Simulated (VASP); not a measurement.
The system is TiMoSe4.

```
Ti Mo Se
1.0
     3.42000    0.00000    0.00000
    -1.71000    2.96181    0.00000
     0.00000    0.00000   13.68000
Ti Mo Se
1 1 4
Direct
  0.00000 0.00000 0.00000
  0.33333 0.66667 0.50000
  0.33333 0.66667 0.12000
  0.33333 0.66667 0.88000
  0.00000 0.00000 0.62200
  0.00000 0.00000 0.37800
```

The cell was built by a generator and needn't be a form met in nature.

```yaml
Program: VASP 6.6.1
Task: relaxation of cell and atoms
Functional: PBE
Potentials_or_basis: VASP PAW PBE potentials, release 64 (Ti_sv, Mo_sv, Se)
Cutoff: 520 eV
k_mesh: 5 × 5 × 1
Occupations: gaussian, width 0.15 eV
Spin: no spin polarisation
```

At the start: pressure -1.9 GPa; volume 23.09 Å³/atom.

Question: Where does the relaxation end?

Answer: Over 11 steps the energy falls by 4.3 meV/atom and the volume is 23.27 Å³/atom (+0.7 %); space group P-6m2 (No. 187, to 0.05 Å).

The path:
```tsv
step	energy change (eV)	largest force (eV/Å)	pressure (GPa)	volume (Å³)
1	0.0000	0.5071	-1.85	138.57
2	0.0330	0.4590	3.37	133.29
3	-0.0121	0.2053	0.27	136.75
4	-0.0158	0.0868	0.32	137.13
5	-0.0170	0.0677	0.33	137.53
6	-0.0179	0.1773	-0.29	138.77
7	-0.0181	0.1268	-0.18	138.23
8	-0.0204	0.0885	0.04	138.36
9	-0.0235	0.0387	0.61	138.72
10	-0.0244	0.0349	0.57	138.94
11	-0.0261	0.0780	0.46	139.61
```

Final structure:
```
Ti Mo Se
1.0
     3.39995    0.00000    0.00000
    -1.69998    2.94444    0.00000
     0.00000    0.00000   13.94533
Ti Mo Se
1 1 4
Direct
  0.00000 0.00000 0.00000
  0.33333 0.66667 0.50000
  0.33333 0.66667 0.11743
  0.33333 0.66667 0.88257
  0.00000 0.00000 0.61812
  0.00000 0.00000 0.38188
```

Caveat: the k mesh is coarse (spacing up to 0.46 Å⁻¹), so the values aren't converged; this functional lacks dispersion, which binds the layers, so the pressure and a relaxed spacing across them are unreliable.
